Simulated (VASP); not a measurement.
The input files of a VASP run:

### INCAR
```
! general
SYSTEM       =NaTc2
PREC         =Accurate
ENCUT        =300   ! plane-wave cut-off (eV)
LREAL        =.FALSE.
LASPH        =.TRUE.   ! aspherical one-centre terms

! electronic loop
EDIFF        =1E-6
NELM         =100
ALGO         =Normal   ! blocked Davidson
LMAXMIX      =4

! smearing
ISMEAR       =-1   ! Fermi-Dirac
SIGMA        =0.1

! functional
GGA          =PE
GGA_COMPAT   =.FALSE.

! spin
MAGMOM       =0.0 0.0 0.0 0.0 0.0 0.0 0.0 0.0 0.0 0.0 0.0 0.0 0.0 0.0 0.0 0.0 0.0 0.0
LSORBIT      =.TRUE.
LNONCOLLINEAR=.TRUE.

! ions
ISIF         =2   ! forces and stress, cell fixed

! output
LWAVE        =.FALSE.
LCHARG       =.FALSE.
LORBIT       =11
```

### KPOINTS
```
kpoints
0
Gamma
  5 5 5
```

File POSCAR:
```
NaTc2
1.0
  0.0000000000   3.8403060000   3.8403060000
  3.8403060000   0.0000000000   3.8403060000
  3.8403060000   3.8403060000   0.0000000000
Tc Na
4 2
Cartesian
  0.9600765000   0.9600765000   0.9600765000
  0.9600765000   2.8802295000   2.8802295000
  2.8802295000   0.9600765000   2.8802295000
  2.8802295000   2.8802295000   0.9600765000
  5.7604590000   5.7604590000   5.7604590000
  3.8403060000   3.8403060000   3.8403060000
```

POTCAR, in this order: Tc_pv Na_pv (PBE.64 set). Program: vasp_ncl.

Translate this PBE+SOC calculation to Ansatz.

One equivalent input (not run):
Ansatz 0.2 input:
```yaml
crystal:
  lattice:
    - [0.0000000, 3.8403060, 3.8403060]
    - [3.8403060, 0.0000000, 3.8403060]
    - [3.8403060, 3.8403060, 0.0000000]
  atoms:
    - { symbol: Tc, position: [0.1250000, 0.1250000, 0.1250000] }
    - { symbol: Tc, position: [0.6250000, 0.1250000, 0.1250000] }
    - { symbol: Tc, position: [0.1250000, 0.6250000, 0.1250000] }
    - { symbol: Tc, position: [0.1250000, 0.1250000, 0.6250000] }
    - { symbol: Na, position: [0.7500000, 0.7500000, 0.7500000] }
    - { symbol: Na, position: [0.5000000, 0.5000000, 0.5000000] }
kpoints:
  mp_grid: { grid: [5, 5, 5] }
hamiltonian:
  xc: pbe
  pseudopotentials: { kind: paw }
magnetization: { noncollinear: true, spin_orbit: true }
scf:
  occupations: { method: fermi_dirac, width: 0.1 }
  max_iter: 100
output: { forces: true, stress: true, eigenvalues: true }
```
The two are equivalent in intent, not identical: each code has its own PAW files, so the cut-off isn't converted (ENCUT is set for VASP's; basis.ecutwfc is left out, and Ansatz then takes the one that its files recommend); Ansatz stops its SCF on the density residual and VASP on the energy change (EDIFF).

The structure was generated: NaTc2 was put into an ordered model structure, which need not be its known phase. The cell was not relaxed at this level. The run is one of a series of settings (GGA_COMPAT = .FALSE., LNONCOLLINEAR = .TRUE., LSORBIT = .TRUE., MAGMOM = 0.0 0.0 0.0 0.0 0.0 0.0 0.0 0.0 0.0 0.0 0.0 0.0 0.0 0.0 0.0 0.0 0.0 0.0, program vasp_ncl against the base run), some of them coarse on purpose.
